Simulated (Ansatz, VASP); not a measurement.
# BaB8O13 (amorphous BaB8O13) in two plane-wave programs

Aim: how closely do two programs agree when they are given the same cell, functional and k mesh? The cell is taken from a series of runs on this material, whose earlier steps may have relaxed or scaled it; both programs get it as it stands.

Method: plane waves, with VASP 6.6.1 beside it; single point at PBE, in Ansatz 0.2.0.

## 1. Starting point

The cell holds 110 atoms: 40 B, 5 Ba and 65 O. Its edges and angles: a = 10.820 Å, b = 10.820 Å, c = 10.820 Å, α = 90.0°, β = 90.0°, γ = 90.0°. 110 atoms (40 B, 5 Ba, 65 O) packed at random and pushed apart as soft spheres at 2.83 g/cm^3; MD (Langevin at fixed volume unless said) with the MACE-MP-0b2 small potential (Batatia et al., arXiv:2401.00096), steps of 1.5 fs: 0.75 ps at 2800 K, 2800 to 2100 K in 0.45 ps, 2100 to 300 K in 4.5 ps; then atoms relaxed; then 150 steps at 300 K.

## 2. Ansatz: single point, PBE

Ansatz runs on its default PAW (the set named soft_2) files.

With cell and atoms fixed, the geometry can't cause a difference; cores, projectors, grids and the points listed under the comparison can.

File input.yaml:

```yaml
crystal:
  lattice:
    - [10.82023, 0.0, 0.0]
    - [0.0, 10.82023, 0.0]
    - [0.0, 0.0, 10.82023]
  atoms:
    - { symbol: B, position: [0.72739, 0.50557, 0.99641] }
    - { symbol: B, position: [0.58916, 0.41991, 0.44293] }
    - { symbol: B, position: [0.32228, 0.71175, 0.09389] }
    - { symbol: B, position: [0.03184, 0.49201, 0.09416] }
    - { symbol: B, position: [0.00231, 0.37443, 0.73812] }
    - { symbol: B, position: [0.90656, 0.15925, 0.05684] }
    - { symbol: B, position: [0.19021, 0.50268, 0.68595] }
    - { symbol: B, position: [0.20709, 0.49185, 0.44853] }
    - { symbol: B, position: [0.82021, 0.07181, 0.25326] }
    - { symbol: B, position: [0.95042, 0.72229, 0.78805] }
    - { symbol: B, position: [0.37605, 0.39641, 0.32542] }
    - { symbol: B, position: [0.22112, 0.58736, 0.24224] }
    - { symbol: B, position: [0.89949, 0.35941, 0.95087] }
    - { symbol: B, position: [0.84915, 0.08681, 0.53961] }
    - { symbol: B, position: [0.30955, 0.10369, 0.06407] }
    - { symbol: B, position: [0.17638, 0.72456, 0.78166] }
    - { symbol: B, position: [0.61052, 0.90826, 0.77469] }
    - { symbol: B, position: [0.44386, 0.12799, 0.60425] }
    - { symbol: B, position: [0.04052, 0.9663, 0.45091] }
    - { symbol: B, position: [0.79835, 0.70606, 0.41249] }
    - { symbol: B, position: [0.2239, 0.14774, 0.74219] }
    - { symbol: B, position: [0.63556, 0.9862, 0.5563] }
    - { symbol: B, position: [0.74561, 0.66851, 0.85793] }
    - { symbol: B, position: [0.76054, 0.28679, 0.35281] }
    - { symbol: B, position: [0.96434, 0.78586, 0.55563] }
    - { symbol: B, position: [0.35942, 0.30197, 0.96512] }
    - { symbol: B, position: [0.57565, 0.94246, 0.94468] }
    - { symbol: B, position: [0.53051, 0.97485, 0.33816] }
    - { symbol: B, position: [0.44722, 0.92256, 0.1323] }
    - { symbol: B, position: [0.50095, 0.20295, 0.25624] }
[... 74 atom lines left out ...]
    - { symbol: O, position: [0.4955, 0.88108, 0.25767] }
    - { symbol: O, position: [0.96274, 0.06142, 0.48949] }
    - { symbol: O, position: [0.57745, 0.25691, 0.16383] }
    - { symbol: O, position: [0.26326, 0.38484, 0.40464] }
    - { symbol: O, position: [0.42508, 0.35153, 0.86539] }
    - { symbol: O, position: [0.28731, 0.37834, 0.0303] }
kpoints:
  mp_grid: { grid: [1, 1, 1] }
hamiltonian:
  xc: pbe
scf:
  occupations: { method: gaussian, width: 0.025 }
output:
  forces: true
  stress: true
  populations: true
  dos:
    method: { smearing: { sigma: 0.08 } }
    de: 0.1
    projected: { site_lists: { B: [B], Ba: [Ba], O: [O] } }
  eigenvalues: true
  write_density: true
  write_potential: true
  volumetric_format: npy
  elf: true
```

Started as:

```
$ ansatz run input.yaml --threads 4 --pin off --max-ram 15872MiB --backend cpu --events-out ev --progress --plain --runs-dir out
```

Numbers of over 12 decimals in the logs are rounded to 6 here.

Output:

```text
Engine: ansatz 0.2.0, aarch64-unknown-linux-gnu
Pseudopotentials: kind: paw
Pseudopotential: B, paw, valence charge 3, recommended cutoff 420 eV (normal), B.paw.azcp
Pseudopotential: Ba, paw, valence charge 10, recommended cutoff 420 eV (normal), Ba.paw.azcp
Pseudopotential: O, paw, valence charge 6, recommended cutoff 420 eV (normal), O.paw.azcp
Functional definition: PBE
  parameter kappa = 0.804
  parameter beta = 0.066725
  exchange = pbe_x(kappa = kappa, mu = beta*pi^2/3)
  correlation = pbe_c(beta = beta)
Crystal: 110 atoms, lattice volume = 1266.804 Å³
Basis set: ecut = 420 eV, 24837 PW (Γ), exchange–correlation on 150×150×150 points (8 copies of the dense FFT grid, shifted against one another)
Bands: 390, of which v1, the nominal top of the filled ones, is band 280 counted from 1 (279 counted from 0)
Symmetry: 1 space group operations
Space group: P1 (ITA 1), of the structure as read, at distance tolerance 1.1e-4 Å
k-points: 1
Non-local potential: B, projectors of the file, l = 0: 2, l = 1: 2, l = 2: 1
Non-local potential: Ba, projectors of the file, l = 0: 3, l = 1: 2, l = 2: 2, l = 3: 2
Non-local potential: O, projectors of the file, l = 0: 2, l = 1: 2, l = 2: 1
PAW form: soft (Blöchl's): semilocal exchange-correlation on the pseudo side does not see the compensation charge
PAW one-centre angular grid: B, 110 points (default); XC on 64 Gauss nodes
PAW one-centre angular grid: Ba, 194 points (default); XC on 64 Gauss nodes
PAW one-centre angular grid: O, 110 points (default); XC on 64 Gauss nodes
Initial density: superposition of atomic densities (neutral atoms: chi_scale 0, normalization atom), corrected by the library's trained network
Initial wavefunctions: pseudopotential atomic-orbital guess
Functional: x = pbe(κ = 0.804, μ = 0.219515), c = pbe(β = 0.066725)
SCF iter   1: F=—  HF=-72966.742530 eV  |F-HF|=—  |Δ(HF+E_count)|=         —  Δρ=4.00e-3  dr2=2.66e-1  ethr=1.77e-3  ⟨swp⟩=7.0  Hψ=1915  notcnv=0  defer=76
preconditioner: auto → Resta (q_TF=auto, 2.381 Å⁻¹)  ε∞=3.3  [insulator: Δε(μ)=4.323 eV  Ē_g=16.227 eV  σ=0.025 eV  W_gap=1.00  n_scr=256 (ndim 8)  ℏωp=24.6 eV  f_vac=0.147  D(μ)=0.00/eV (n_scr^D=0)  ε∞_Penn≈3.3]
SCF iter   2: F=—  HF=-72966.717065 eV  |F-HF|=—  |Δ(HF+E_count)|=   2.55e-2  Δρ=2.05e-3  dr2=5.92e-2  ethr=4.74e-5  ⟨swp⟩=3.0  Hψ=611  notcnv=0  defer=105
SCF iter   3: F=—  HF=-72966.714767 eV  |F-HF|=—  |Δ(HF+E_count)|=   2.30e-3  Δρ=9.08e-4  dr2=1.43e-2  ethr=1.06e-5  ⟨swp⟩=2.0  Hψ=502  notcnv=0  defer=105
SCF iter   4: F=—  HF=-72966.712643 eV  |F-HF|=—  |Δ(HF+E_count)|=   2.12e-3  Δρ=2.90e-4  dr2=1.32e-3  ethr=2.56e-6  ⟨swp⟩=2.0  Hψ=501  notcnv=0  defer=105
SCF iter   5: F=—  HF=-72966.712609 eV  |F-HF|=—  |Δ(HF+E_count)|=   3.31e-5  Δρ=1.83e-4  dr2=3.70e-4  ethr=2.37e-7  ⟨swp⟩=2.0  Hψ=497  notcnv=0  defer=105
SCF iter   6: F=—  HF=-72966.712579 eV  |F-HF|=—  |Δ(HF+E_count)|=   3.06e-5  Δρ=5.51e-5  dr2=3.59e-5  ethr=6.60e-8  ⟨swp⟩=3.0  Hψ=498  notcnv=0  defer=105
SCF iter   7: F=—  HF=-72966.710474 eV  |F-HF|=—  |Δ(HF+E_count)|=   2.11e-3  Δρ=2.04e-5  dr2=4.55e-6  ethr=6.41e-9  ⟨swp⟩=3.0  Hψ=666  notcnv=0  defer=105
SCF iter   8: F=—  HF=-72966.710476 eV  |F-HF|=—  |Δ(HF+E_count)|=   2.34e-6  Δρ=1.01e-5  dr2=1.15e-6  ethr=8.13e-10  ⟨swp⟩=2.0  Hψ=560  notcnv=0  defer=105
SCF iter   9: F=-72966.710476 eV  HF=-72966.710476 eV  |F-HF|=4.33e-8  |Δ(HF+E_count)|=   1.25e-7  Δρ=2.45e-6  dr2=7.38e-8  ethr=1.79e-11  ⟨swp⟩=20.0  Hψ=4076  notcnv=0
SCF 1 converged in 9 iterations: F = -72966.710476 eV  dr2 = 7.38e-8
  greatest PAW one-centre occupation: 0.955 electrons in one spin orbital (limit 2), on the Ba atom at site 43 (counted from 0), in its partial waves of l = 0
SCF converged after 9 iterations
Free energy (F): -72966.710476 eV
Harris-Foulkes:  -72966.710476 eV  (|F-HF|=4.33e-8)
Internal energy: -72966.710476 eV  (E = F + TS)
E sigma→0 (E₀):  -72966.710476 eV
Fermi energy:    6.099381 eV
--- Per-component energies (eV) ---
  E_band       = -2703.456291
  E_kinetic    = 14308.862617
  E_local      = -38064.447234  (includes V_loc(G=0)·N_el)
  E_nonlocal   = 3887.729539
  E_hartree    = 14065.769260
  E_xc         = -6898.989285
  E_vxc        = -8291.271457  (∫ρ·V_xc dr)
  E_paw        = -39606.189588  (= ΣΔE_a)
  E_vpaw       = -2676.022501  (= ΣTr[D̂ρ^β])
  E_aug_tail   = 0.165545  (compensation charges beyond the density's cutoff)
  E_ewald      = -20659.611330
  E_smearing   = -0.000000  (= −TS)
  E_closure    = -0.000000  (closes the sum)
  Σ components = -72966.710476   (vs F -72966.710476, Δ=0.00e0)
--- Forces (eV/Å), atoms counted from 1 ---
  atom   1  B     -1.25494951     0.84068810     0.80684030
  atom   2  B      0.04672789    -1.07703948     0.58148275
  atom   3  B      1.95310061     0.38041696     0.11406735
  atom   4  B     -0.80886604     0.17011804     0.26896195
  atom   5  B     -0.86008740    -0.95608495    -0.58417481
[...]
atom  70  O     -0.72431524     0.84442124    -1.63418653
  atom  71  O     -1.41583235     1.40673221    -1.37009827
  atom  72  O     -0.24740872    -0.37292858    -0.42003251
  atom  73  O     -0.13777778    -1.35413489     0.69461834
  atom  74  O     -0.10085361    -0.63831081    -0.00677795
  atom  75  O     -0.91281781     1.65008452     0.67144577
  atom  76  O      1.10681484     0.47225626     0.78064137
  atom  77  O      0.50973463     0.75250602    -1.10826788
  atom  78  O     -0.92352509    -0.57546727    -1.07403297
  atom  79  O      0.49782110     0.38184855    -0.84840337
  atom  80  O      2.38999399     0.33062643     0.79310223
  atom  81  O     -0.88355692     0.55683021     0.18327398
  atom  82  O     -0.16933745    -1.09117268    -0.14175200
  atom  83  O     -0.41641515    -0.09164513     0.41047064
  atom  84  O      0.90747716    -0.26670623     0.45232048
  atom  85  O      1.01688840    -2.20051997    -1.48157612
  atom  86  O     -0.99735431     1.31702206     1.13312993
  atom  87  O      0.56848496    -0.15480425     0.04395585
  atom  88  O     -0.30342151     0.69535993     0.25049844
[...]
atom 103  O     -0.08234336    -0.00782680     0.10836664
  atom 104  O      0.44039238     0.49063971     0.47313628
  atom 105  O     -1.25596570     0.56871201    -0.76118922
  atom 106  O     -0.51750397     0.88889988     0.32471564
  atom 107  O     -2.58038749    -2.46084650     0.59998897
  atom 108  O      0.67768156     1.04416564     0.69526580
  atom 109  O      0.32824835    -0.16631468    -0.46962300
  atom 110  O     -0.34600526    -0.03156451     1.59468981
  max |Σ_I F_I| component: 8.21e-5 eV/Å
--- Stress (GPa, compression-positive) ---
        2.930154       1.150997       0.321177
        1.150992       2.177841      -0.273791
        0.321191      -0.273798       1.364906
  P = ⅓ Tr σ = 2.1576 GPa (21.576 kbar)
--- Band table (eV) ---
  k-point 0: bands = [... 276 lower, 3.3990, 3.4395, 3.6781, 4.0900, 8.1088, 8.4422, 8.4563, 8.7518, ... 106 higher]
--- Löwdin populations: 110 sites ---
  site symbol       q [e]
     0      B      2.4063
     1      B      2.4021
     2      B      2.4210
     3      B      2.3627
     4      B      2.3635
     5      B      2.3338
     6      B      2.3946
     7      B      2.4155
     8      B      2.3527
     9      B      2.3036
    10      B      2.4100
    11      B      2.4047
    12      B      2.3891
    13      B      2.3827
    14      B      2.3761
    15      B      2.3888
    16      B      2.3604
    17      B      2.4145
    18      B      2.4238
    19      B      2.3558
    20      B      2.3215
    21      B      2.3799
    22      B      2.4358
    23      B      2.4052
[...]
102      O      6.3545
   103      O      6.3822
   104      O      6.5493
   105      O      6.4377
   106      O      6.3778
   107      O      6.5221
   108      O      6.5959
   109      O      6.3743
  spilling = 0.009577 (of n_electrons = 560.000000)
```

The column dr2 measures how far the density is from self-consistency, as an energy; F and HF (Harris–Foulkes) agree once it is small.

## 3. VASP: single point, PBE

The same cell, functional, mesh and smearing now go to VASP, with its own data sets and cutoff.

Lines of VASP's logs that name or quote its potential files are left out, and so is its time.

File INCAR:

```
SYSTEM = BaB8O13
PREC = Accurate
ENCUT = 520
EDIFF = 1E-05
NELM = 100
ISMEAR = 0
SIGMA = 0.025
LREAL = Auto
ALGO = Fast
GGA = PE
NBANDS = 357
LORBIT = 11
LWAVE = .FALSE.
LCHARG = .FALSE.
ISIF = 2
```

File POSCAR:

```
BaB8O13
1.0
   10.8202300000      0.0000000000      0.0000000000
    0.0000000000     10.8202300000      0.0000000000
    0.0000000000      0.0000000000     10.8202300000
B Ba O
40 5 65
Direct
    0.7273900000      0.5055700000      0.9964100000
    0.5891600000      0.4199100000      0.4429300000
    0.3222800000      0.7117500000      0.0938900000
    0.0318400000      0.4920100000      0.0941600000
    0.0023100000      0.3744300000      0.7381200000
    0.9065600000      0.1592500000      0.0568400000
    0.1902100000      0.5026800000      0.6859500000
    0.2070900000      0.4918500000      0.4485300000
    0.8202100000      0.0718100000      0.2532600000
    0.9504200000      0.7222900000      0.7880500000
    0.3760500000      0.3964100000      0.3254200000
    0.2211200000      0.5873600000      0.2422400000
    0.8994900000      0.3594100000      0.9508700000
    0.8491500000      0.0868100000      0.5396100000
    0.3095500000      0.1036900000      0.0640700000
    0.1763800000      0.7245600000      0.7816600000
    0.6105200000      0.9082600000      0.7746900000
    0.4438600000      0.1279900000      0.6042500000
    0.0405200000      0.9663000000      0.4509100000
    0.7983500000      0.7060600000      0.4124900000
    0.2239000000      0.1477400000      0.7421900000
    0.6355600000      0.9862000000      0.5563000000
    0.7456100000      0.6685100000      0.8579300000
    0.7605400000      0.2867900000      0.3528100000
    0.9643400000      0.7858600000      0.5556300000
    0.3594200000      0.3019700000      0.9651200000
    0.5756500000      0.9424600000      0.9446800000
    0.5305100000      0.9748500000      0.3381600000
    0.4472200000      0.9225600000      0.1323000000
    0.5009500000      0.2029500000      0.2562400000
[... 74 atom lines left out ...]
    0.4955000000      0.8810800000      0.2576700000
    0.9627400000      0.0614200000      0.4894900000
    0.5774500000      0.2569100000      0.1638300000
    0.2632600000      0.3848400000      0.4046400000
    0.4250800000      0.3515300000      0.8653900000
    0.2873100000      0.3783400000      0.0303000000
```

File KPOINTS:

```
Automatic mesh
0
Gamma
1 1 1
0 0 0
```

PAW data sets: B, Ba_sv and O (PBE family, release 64).

Started as:

```
$ export OMP_NUM_THREADS=5
$ mpirun -np 1 vasp_gam
```

Output:

```text
[banner, memory and clock lines left out]
running    1 mpi-ranks, on    1 nodes
[...]
Offloading initialized ...    1 GPUs detected
[...]
LDA part: xc-table for (Slater+PW92), standard interpolation
 POSCAR, INCAR and KPOINTS ok, starting setup
[...]
entering main loop
       N       E                     dE             d eps       ncg     rms          rms(c)
DAV:   1     0.524035436927E+04    0.52404E+04   -0.34198E+05   730   0.157E+03
DAV:   2    -0.502790290787E+03   -0.57431E+04   -0.55342E+04   887   0.394E+02
DAV:   3    -0.930418992195E+03   -0.42763E+03   -0.42381E+03   844   0.112E+02
DAV:   4    -0.941755756643E+03   -0.11337E+02   -0.11282E+02   876   0.177E+01
[...]
RMM:  16    -0.860009160986E+03   -0.32312E-04   -0.35806E-04  1100   0.184E-02    0.602E-03
RMM:  17    -0.860009176356E+03   -0.15370E-04   -0.15915E-04  1037   0.118E-02    0.380E-03
RMM:  18    -0.860009183900E+03   -0.75435E-05   -0.73537E-05   933   0.784E-03
   1 F= -.86000918E+03 E0= -.86000918E+03  d E =-.624144E-37
```

Parts of OUTCAR (step 3):

```text
  FREE ENERGIE OF THE ION-ELECTRON SYSTEM (eV)
  ---------------------------------------------------
  free  energy   TOTEN  =      -860.0091838995 eV

  energy  without entropy=     -860.0091838995  energy(sigma->0) =     -860.00918390
```

Harder data sets than Ba_sv exist (the GW ones), and pressures, volumes and forces can shift noticeably with them.

## 4. Comparison

Known differences besides the PAW data sets themselves: the cutoff is 420 eV in Ansatz and 520 eV in VASP (PREC = Accurate, projectors in real space); VASP leaves aspherical gradient terms in its spheres out (LASPH is not set), Ansatz keeps them. Total energies have different zeros and are not compared.

Both answers:

```tsv
quantity	Ansatz	VASP	difference
pressure (GPa)	2.16	2.60	-0.44
gap on the k mesh (eV)	4.019	3.990	+0.029
```

Forces on 10 of the 110 atoms, picked by the larger force of the two programs (eV/Å; atoms numbered as in POSCAR):

```tsv
atom	Ansatz x, y, z	VASP x, y, z
B9	0.052, 2.308, 2.220	0.017, 2.302, 2.218
B34	2.662, 1.638, 1.605	2.652, 1.647, 1.526
B38	3.198, -1.065, 0.190	3.163, -1.075, 0.188
O47	0.816, 2.317, -1.043	0.819, 2.332, -1.049
O50	-3.567, 1.440, 0.310	-3.587, 1.451, 0.328
O52	-1.807, -2.135, 0.282	-1.814, -2.100, 0.265
O59	1.858, -0.638, -2.085	1.874, -0.649, -2.094
O85	1.017, -2.201, -1.482	1.011, -2.182, -1.463
O93	-1.396, 2.703, -1.314	-1.425, 2.707, -1.338
O107	-2.580, -2.461, 0.600	-2.591, -2.467, 0.635
```

The forces differ by 30 meV/Å r.m.s., which is 3.0 % of the r.m.s. force of 0.98 eV/Å (both taken over all components).

## 5. Summary of results

```json
{"r.m.s. force difference (single point, PBE)": "3.0 % of the r.m.s. force"}
```

The r.m.s. force difference is 3.0 % of the r.m.s. force (single point, PBE), at about the 3 % picked in this series as the mark of a large difference. No further run was made for the single point, PBE pair, so its cause stays open. How closely two codes agree says nothing of how well the functional describes the real material.

[Lines on the potential files, build, host, timing and source positions are cut from VASP's logs without a mark.]

[Logs are printed without paths, hosts, clocks, repeated set-up lines and the standing remarks that a program may print on its own settings, such as how far it seeks lower states.]

[Hosts, paths, dates, database ids (printed as entryN), source tags and the programs' standing remarks are cut or masked in the printed files.]
